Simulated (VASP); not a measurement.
Output of a VASP run:

OSZICAR:
```
       N       E                     dE             d eps       ncg     rms          rms(c)
DAV:   1     0.733344840986E+02    0.73334E+02   -0.77792E+03  3654   0.144E+03
DAV:   2    -0.128914761124E+02   -0.86226E+02   -0.83224E+02  3864   0.329E+02
DAV:   3    -0.143135919738E+02   -0.14221E+01   -0.14013E+01  4153   0.421E+01
DAV:   4    -0.143204071749E+02   -0.68152E-02   -0.68139E-02  3930   0.317E+00
DAV:   5    -0.143204585315E+02   -0.51357E-04   -0.51357E-04  4088   0.276E-01    0.254E+01
DAV:   6    -0.138439547838E+02    0.47650E+00   -0.49050E-01  3849   0.950E+00    0.109E+01
DAV:   7    -0.137051665402E+02    0.13879E+00   -0.28991E-01  4001   0.683E+00    0.478E-01
DAV:   8    -0.137004371083E+02    0.47294E-02   -0.43662E-03  3768   0.107E+00    0.114E-01
DAV:   9    -0.137003254882E+02    0.11162E-03   -0.11132E-04  4169   0.136E-01    0.374E-02
DAV:  10    -0.137003253383E+02    0.14990E-06   -0.13570E-05  3954   0.530E-02    0.284E-03
DAV:  11    -0.137003254766E+02   -0.13825E-06   -0.12171E-07  2118   0.524E-03
   1 F= -.10978803E+02 E0= -.10978760E+02  d E =-.109788E+02
       N       E                     dE             d eps       ncg     rms          rms(c)
DAV:   1    -0.136904489541E+02    0.98764E-02   -0.60890E-02  3780   0.401E+00    0.751E-01
DAV:   2    -0.136882882519E+02    0.21607E-02   -0.30507E-03  3750   0.780E-01    0.176E-01
DAV:   3    -0.136879049512E+02    0.38330E-03   -0.10035E-03  3830   0.437E-01    0.123E-01
DAV:   4    -0.136879130105E+02   -0.80593E-05   -0.28594E-05  3770   0.718E-02    0.157E-02
DAV:   5    -0.136879125589E+02    0.45156E-06   -0.15877E-06  2500   0.171E-02
   2 F= -.10978536E+02 E0= -.10978508E+02  d E =0.266796E-03
       N       E                     dE             d eps       ncg     rms          rms(c)
DAV:   1    -0.137000625664E+02   -0.12150E-01   -0.42411E-02  3786   0.335E+00    0.621E-01
DAV:   2    -0.136985718969E+02    0.14907E-02   -0.21297E-03  3735   0.649E-01    0.147E-01
DAV:   3    -0.136983013071E+02    0.27059E-03   -0.70368E-04  3830   0.365E-01    0.102E-01
DAV:   4    -0.136983007876E+02    0.51953E-06   -0.19171E-05  3761   0.587E-02    0.159E-02
DAV:   5    -0.136983004398E+02    0.34782E-06   -0.13228E-06  2330   0.157E-02
   3 F= -.10978814E+02 E0= -.10978773E+02  d E =-.112738E-04
```

### OUTCAR
```
------------------------ aborting loop because EDIFF is reached ----------------------------------------
  FORCE on cell =-STRESS in cart. coord.  units (eV):
  Direction    XX          YY          ZZ          XY          YZ          ZX
  --------------------------------------------------------------------------------------
  Total        2.7221113      2.7221113      2.7221113     -0.0000000     -0.0000000      0.0000000
  in kB      300.2896074    300.2896074    300.2896074     -0.0000000     -0.0000000      0.0000000
  external PRESSURE =       0.2896074 kB  Pullay stress =     300.0000000 kB
  volume of cell :       14.52
      direct lattice vectors                 reciprocal lattice vectors
    -1.536993585  1.536993585  1.536993585     0.000000000  0.325310401  0.325310401
     1.536993585 -1.536993585  1.536993585     0.325310401  0.000000000  0.325310401
     1.536993585  1.536993585 -1.536993585     0.325310401  0.325310401  0.000000000
 POSITION                                       TOTAL-FORCE (eV/Angst)
 -----------------------------------------------------------------------------------
      0.00000      0.00000      0.00000        -0.000000      0.000000     -0.000000
 -----------------------------------------------------------------------------------
    total drift:                                0.000000     -0.000000      0.000000
  FREE ENERGIE OF THE ION-ELECTRON SYSTEM (eV)
  ---------------------------------------------------
  free  energy   TOTEN  =       -13.6983004398 eV

  energy  without entropy=      -13.6981775662  energy(sigma->0) =      -13.69825948
  enthalpy is  TOTEN    =       -10.9788144350 eV   P V=        2.7194860047

 reached required accuracy - stopping structural energy minimisation
```
(Selected blocks of OUTCAR.)

### POSCAR
```
W
1
   -1.5373771151     1.5373771151     1.5373771151
    1.5373771151    -1.5373771151     1.5373771151
    1.5373771151     1.5373771151    -1.5373771151
W
1
Direct
  1.0000000000   0.0000000000   0.0000000000
```

Task: Reconstruct the remaining input files.

Result: This is not unique; one that fits is the input of the run itself, PBEsol GGA, plane waves, VASP's PBE PAW potentials (set 64).

**INCAR**
```
ALGO = Normal
EDIFF = 1E-6
EDIFFG = -0.02
ENCUT = 500
GGA = PS
IBRION = 2
ISIF = 3
ISMEAR = 1
LASPH = T
LCHARG = F
LMAXMIX = 6
LREAL = F
LWAVE = F
NELM = 100
NSW = 40
PREC = Accurate
PSTRESS = 300
SIGMA = 0.1
SYSTEM = W
```

KPOINTS:
```
K-points
0
G
  17 17 17
0 0 0
```

POTCAR, in this order: W_sv (PBE.64 set). Program: vasp_std.

The compound is W in the bcc structure. This run relaxes it under an external pressure of 30 GPa. Symmetry was kept, so distortions that lower it aren't found.
